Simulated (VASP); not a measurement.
# CaPtS3 (Pm-3m) in VASP: further runs

One crystal, CaPtS3, is run at these levels: PBE; tasks: single point, relaxation of cell and atoms.

Program: VASP 6.6.1. These are calculated values, not measurements. Logs are shortened: lines on timing, memory, paths and dates and some standing lists are left out, and cuts for length are marked.

## Step 1: The structure

Symmetry: Pm-3m, No. 221, cubic system. The conventional cell has a = 4.769 Å, b = 4.769 Å, c = 4.769 Å, α = 90.00°, β = 90.00°, γ = 90.00°. Around Ca (site symmetry m-3m) lie 12 S at 3.37 Å. Pt (site symmetry m-3m) is surrounded by 6 S at 2.38 Å. Around S (site symmetry 4/mmm) lie 2 Pt at 2.38 Å.

The cell was built by a generator and needn't be a form met in nature.

## Step 2: Single point, PBE

The input, INCAR:

```
  ALGO = Fast
  EDIFF = 1E-7
  ENCUT = 520
  GGA = PE
  ISIF = 2
  ISMEAR = 0
  LASPH = T
  LCHARG = T
  LELF = T
  LREAL = F
  LVHAR = T
  LWAVE = F
  NBANDS = 27
  NELM = 100
  PREC = Accurate
  SIGMA = 0.1
```

The input, KPOINTS:

```
k-points
0
Gamma
  8 8 8
```

The input, POSCAR:

```
CaPtS3
1.0
    4.7686234227      0.0000000000      0.0000000000
    0.0000000000      4.7686234227      0.0000000000
    0.0000000000      0.0000000000      4.7686234227
Ca Pt S
1 1 3
Direct
    0.5000000000      0.5000000000      0.5000000000
    0.0000000000      0.0000000000      0.0000000000
    0.5000000000      0.0000000000      0.0000000000
    0.0000000000      0.5000000000      0.0000000000
    0.0000000000      0.0000000000      0.5000000000
```

Potentials or basis: VASP PAW PBE potentials, release 64 (Ca_sv, Pt, S).

On the command line:

```bash
> cat potpaw_PBE.64/Ca_sv/POTCAR potpaw_PBE.64/Pt/POTCAR potpaw_PBE.64/S/POTCAR > POTCAR
> mpirun -np 1 vasp_std > vasp.out
```

OUTCAR:

```text
EDIFF = 1E-7
   ENCUT = 520
   GGA = PE
   ISIF = 2
   ISMEAR = 0
   LASPH = T
   LREAL = F
   NELM = 100
   PREC = Accurate

 ion  position               nearest neighbor table
   1  0.500  0.500  0.500-
   2  0.000  0.000  0.000-   3 2.38   4 2.38   5 2.38   5 2.38   4 2.38   3 2.38
   3  0.500  0.000  0.000-   2 2.38   2 2.38
   4  0.000  0.500  0.000-   2 2.38   2 2.38
   5  0.000  0.000  0.500-   2 2.38   2 2.38

  LATTYP: Found a simple cubic cell.
 ALAT       =     4.7686234227

  Lattice vectors:

 A1 = (   4.7686234227,   0.0000000000,   0.0000000000)
 A2 = (   0.0000000000,   4.7686234227,   0.0000000000)
 A3 = (   0.0000000000,   0.0000000000,   4.7686234227)

Analysis of symmetry for initial positions (statically):
=====================================================================
 Subroutine PRICEL returns:
 Original cell was already a primitive cell.

 Routine SETGRP: Setting up the symmetry group for a
 simple cubic supercell.

 Subroutine GETGRP returns: Found 48 space group operations
 (whereof 48 operations were pure point group operations)
 out of a pool of 48 trial point group operations.

The static configuration has the point symmetry O_h .

Analysis of symmetry for dynamics (positions and initial velocities):
=====================================================================
 Subroutine PRICEL returns:
 Original cell was already a primitive cell.

 Routine SETGRP: Setting up the symmetry group for a
 simple cubic supercell.

 Subroutine GETGRP returns: Found 48 space group operations
 (whereof 48 operations were pure point group operations)
 out of a pool of 48 trial point group operations.

The dynamic configuration has the point symmetry O_h .

 Subroutine INISYM returns: Found 48 space group operations
 (whereof 48 operations are pure point group operations),
 and found     1 'primitive' translations

----------------------------------------------------------------------------------------

                                     Primitive cell

  volume of cell :     108.4374

  direct lattice vectors                    reciprocal lattice vectors
     4.768623423  0.000000000  0.000000000     0.209704125  0.000000000  0.000000000
     0.000000000  4.768623423  0.000000000     0.000000000  0.209704125  0.000000000
     0.000000000  0.000000000  4.768623423     0.000000000  0.000000000  0.209704125

  length of vectors
     4.768623423  4.768623423  4.768623423     0.209704125  0.209704125  0.209704125

  position of ions in fractional coordinates (direct lattice)
     0.500000000  0.500000000  0.500000000
     0.000000000  0.000000000  0.000000000
     0.500000000  0.000000000  0.000000000
     0.000000000  0.500000000  0.000000000
     0.000000000  0.000000000  0.500000000

  ion indices of the primitive-cell ions
   primitive index   ion index
                 1           1
                 2           2
                 3           3
                 4           4
                 5           5

----------------------------------------------------------------------------------------

 KPOINTS: k-points

Automatic generation of k-mesh.
 Grid dimensions read from file:
 generate k-points for:    8    8    8

 Generating k-lattice:

  Cartesian coordinates                     Fractional coordinates (reciprocal lattice)
     0.026213016  0.000000000  0.000000000     0.125000000  0.000000000  0.000000000
     0.000000000  0.026213016  0.000000000     0.000000000  0.125000000  0.000000000
     0.000000000  0.000000000  0.026213016     0.000000000  0.000000000  0.125000000

  Length of vectors
     0.026213016  0.026213016  0.026213016

  Shift w.r.t. Gamma in fractional coordinates (k-lattice)
     0.000000000  0.000000000  0.000000000

 Subroutine IBZKPT returns following result:
 ===========================================

 Found     35 irreducible k-points:

 Following reciprocal coordinates:
            Coordinates               Weight
  0.000000  0.000000  0.000000      1.000000
  0.125000  0.000000  0.000000      6.000000
  0.250000  0.000000  0.000000      6.000000
  0.375000  0.000000  0.000000      6.000000
  0.500000  0.000000  0.000000      3.000000
  0.125000  0.125000  0.000000     12.000000
[... 16 lines left out ...]
  0.375000  0.375000  0.125000     24.000000
  0.500000  0.375000  0.125000     24.000000
 [... further k-points ...]
   k-points           NKPTS =     35   k-points in BZ     NKDIM =     35   number of bands    NBANDS=     27
   number of dos      NEDOS =    301   number of ions     NIONS =      5
   total plane-waves  NPLWV =  46656
   dimension x,y,z NGX =    36 NGY =   36 NGZ =   36
   dimension x,y,z NGXF=    72 NGYF=   72 NGZF=   72
   ions per type =               1   1   3
   NGX,Y,Z   is equivalent  to a cutoff of  12.55, 12.55, 12.55 a.u.
   NGXF,Y,Z  is equivalent  to a cutoff of  25.10, 25.10, 25.10 a.u.
 SYSTEM =  unknown system
   PREC   = accura    normal or accurate (medium, high low for compatibility)
   ISTART =      0    job   : 0-new  1-cont  2-samecut
   ICHARG =      2    charge: 1-file 2-atom 10-const
   ISPIN  =      1    spin polarized calculation?
   LNONCOLLINEAR =      F non collinear calculations
   LSORBIT =      F    spin-orbit coupling
   LASPH  =      T    aspherical Exc in radial PAW
   ENCUT  =  520.0 eV  38.22 Ry    6.18 a.u.   8.87  8.87  8.87*2*pi/ulx,y,z
   NELM   =    100;   NELMIN=  2; NELMDL= -5     # of ELM steps
   EDIFF  = 0.1E-06   stopping-criterion for ELM
   LREAL  =      F    real-space projection
   EDIFFG = 0.1E-05   stopping-criterion for IOM
   NSW    =      0    number of steps for IOM
   IBRION =     -1    ionic relax: 0-MD 1-quasi-New 2-CG
   NFREE  =      0    steps in history (QN), initial steepest desc. (CG)
   ISIF   =      2    stress and relaxation
   ISYM   =      2    0-nonsym 1-usesym 2-fastsym
   POTIM  = 0.5000    time-step for ionic-motion
   TEBEG  =    0.0;   TEEND  =   0.0 temperature during run
   PSTRESS=    0.0 pullay stress
   NELECT =      38.0000    total number of electrons
   NUPDOWN=      -1.0000    fix difference up-down
   EMIN   =  10.00;   EMAX   =-10.00  energy-range for DOS
   EFERMI =   0.00;   METHOD = LEGACY
   ISMEAR =     0;   SIGMA  =   0.10  broadening in eV -4-tet -1-fermi 0-gaus
   EFERMI_NEDOS =   21; number of points for ismear=-14 and -15
   IALGO  =     68    algorithm
   IMIX   =      4    mixing-type and parameters
     AMIX     =   0.40;   BMIX     =  1.00
     AMIX_MAG =   1.60;   BMIX_MAG =  1.00
  volume/ion in A,a.u.               =      21.69       146.35
  Fermi-wavevector in a.u.,A,eV,Ry     =   1.154187  2.181098 18.124982  1.332149
  Thomas-Fermi vector in A             =   2.290826
   LORBIT       =      0    0 simple, 1 ext, 2 COOP (PROOUT), +10 PAW based schemes
   GGA     = PE    functional components
   LHFCALC =     F    Hartree Fock is set to
   AEXX    =    0.0000 exact exchange contribution
   IVDW    =     0    specifies the selected vdW correction
   LEPSILON=     F    determine dielectric tensor
   LRPA    =     F    only Hartree local field effects (RPA)
 non-spin polarized calculation
 RMM-DIIS sequential band-by-band and
 Gauss-broadening in eV      SIGMA  =   0.10
  energy-cutoff  :      520.00
  volume of cell :      108.44
 maximum number of plane-waves:      2968
 NGX is ok and might be reduce to    36
   NGX = 17   NGY = 17   NGZ = 17

 number of electron      38.0000004 magnetization

 Free energy of the ion-electron system (eV)
  ---------------------------------------------------
  ext. energy  EPLUGINS =         0.00000000
  ---------------------------------------------------
  free energy    TOTEN  =       -22.66185460 eV

  energy without entropy =      -22.63892376  energy(sigma->0) =      -22.65038918

 E-fermi :   4.4538     XC(G=0):  -9.7741

 val. band max:        4.4362668311   @ k =   0.5000   0.2500   0.1250
 cond. band min:       4.4657292979   @ k =   0.3750   0.3750   0.2500
 fundamental gap:      0.0294624668
 Fermi energy:         4.4538305334

 k-point     1 :       0.0000    0.0000    0.0000
  band No.  band energies     occupation
      1     -36.7661      2.00000
      2     -17.7082      2.00000
      3     -17.7082      2.00000
      4     -17.7082      2.00000
      5      -9.1762      2.00000
      6      -7.5122      2.00000
[... 19 lines left out ...]
     26       8.2135      0.00000
     27       8.2768      0.00000

 k-point     2 :       0.1250    0.0000    0.0000
  band No.  band energies     occupation
      1     -36.7661      2.00000
      2     -17.7097      2.00000
      3     -17.7080      2.00000
      4     -17.7080      2.00000
      5      -9.1128      2.00000
      6      -7.5135      2.00000
[... 19 lines left out ...]
     26       8.3385      0.00000
     27       8.4072      0.00000

 k-point     3 :       0.2500    0.0000    0.0000
  band No.  band energies     occupation
      1     -36.7660      2.00000
      2     -17.7135      2.00000
      3     -17.7077      2.00000
      4     -17.7077      2.00000
      5      -8.9463      2.00000
      6      -7.5247      2.00000
[... 19 lines left out ...]
     26       8.6748      0.00000
     27       8.6748      0.00000

 k-point     4 :       0.3750    0.0000    0.0000
  band No.  band energies     occupation
      1     -36.7659      2.00000
      2     -17.7172      2.00000
      3     -17.7073      2.00000
      4     -17.7073      2.00000
      5      -8.7537      2.00000
      6      -7.5532      2.00000
[... 19 lines left out ...]
     26       9.0876      0.00000
     27       9.0876      0.00000
[... 516 lines left out ...]
      4     -17.7080      2.00000
      5      -8.3493      2.00000
      6      -7.5215      2.00000
[... 19 lines left out ...]
     26       9.1635      0.00000
     27       9.9112      0.00000

 k-point    23 :       0.3750    0.3750    0.1250
  band No.  band energies     occupation
      1     -36.7657      2.00000
      2     -17.7154      2.00000
      3     -17.7151      2.00000
      4     -17.7078      2.00000
      5      -8.2415      2.00000
      6      -7.4869      2.00000
[... 19 lines left out ...]
     26       9.2311      0.00000
     27       9.8615      0.00000

 k-point    24 :       0.5000    0.3750    0.1250
  band No.  band energies     occupation
      1     -36.7656      2.00000
      2     -17.7166      2.00000
      3     -17.7149      2.00000
      4     -17.7076      2.00000
      5      -8.1463      2.00000
      6      -7.4930      2.00000
[... 19 lines left out ...]
     26       9.1617      0.00000
     27       9.6878      0.00000

 [... further k-points ...]

------------------------ aborting loop because EDIFF is reached ----------------------------------------

  FORCE on cell =-STRESS in cart. coord.  units (eV):
  Direction    XX          YY          ZZ          XY          YZ          ZX
  --------------------------------------------------------------------------------------
  -------------------------------------------------------------------------------------
  Total       -0.0647659     -0.0647659     -0.0647659      0.0000000      0.0000000     -0.0000000
  in kB       -0.9569250     -0.9569250     -0.9569250      0.0000000      0.0000000     -0.0000000
  external PRESSURE =      -0.9569250 kB  Pullay stress =       0.0000000 kB

 VOLUME and BASIS-vectors are now :
 -----------------------------------------------------------------------------
  energy-cutoff  :      520.00
  volume of cell :      108.44
      direct lattice vectors                 reciprocal lattice vectors
     4.768623423  0.000000000  0.000000000     0.209704125  0.000000000  0.000000000
     0.000000000  4.768623423  0.000000000     0.000000000  0.209704125  0.000000000
     0.000000000  0.000000000  4.768623423     0.000000000  0.000000000  0.209704125

 POSITION                                       TOTAL-FORCE (eV/Angst)
 -----------------------------------------------------------------------------------
      2.38431      2.38431      2.38431         0.000000      0.000000      0.000000
      0.00000      0.00000      0.00000         0.000000      0.000000      0.000000
      2.38431      0.00000      0.00000         0.000000      0.000000      0.000000
      0.00000      2.38431      0.00000         0.000000      0.000000      0.000000
      0.00000      0.00000      2.38431         0.000000      0.000000      0.000000
 -----------------------------------------------------------------------------------
    total drift:                                0.000000      0.000000      0.000000

  FREE ENERGIE OF THE ION-ELECTRON SYSTEM (eV)
  ---------------------------------------------------
  free  energy   TOTEN  =       -22.6618546033 eV

  energy  without entropy=      -22.6389237588  energy(sigma->0) =      -22.65038918
```

Run time: 67 s. Hardware: 1 thread of Intel Xeon 6975P-C (Granite Rapids), shared host; peak memory 0.27 GiB.

Results:

| Quantity | Value |
| --- | --- |
| Free energy | -22.6619 eV |
| Pressure | -0.1 GPa |
| Band gap on the k mesh | none (metal or under the smearing width) |

Levels at points of the mesh, in eV from the Fermi level:
| k point | band 17 | band 18 | band 19 | band 20 | band 21 | band 22 |
| --- | --- | --- | --- | --- | --- | --- |
| (0.00, 0.00, 0.00) | -1.04 | -1.04 | -0.48 | -0.48 | -0.48 | 1.43 |
| (0.50, 0.00, 0.00) | -0.78 | -0.78 | -0.02 | -0.02 | 0.13 | 3.73 |
| (0.50, 0.50, 0.00) | -0.82 | -0.16 | -0.16 | 0.25 | 3.97 | 4.10 |
| (0.50, 0.50, 0.50) | 0.37 | 0.37 | 0.37 | 2.74 | 3.80 | 3.80 |

(Part 1 of 2 ends here.)
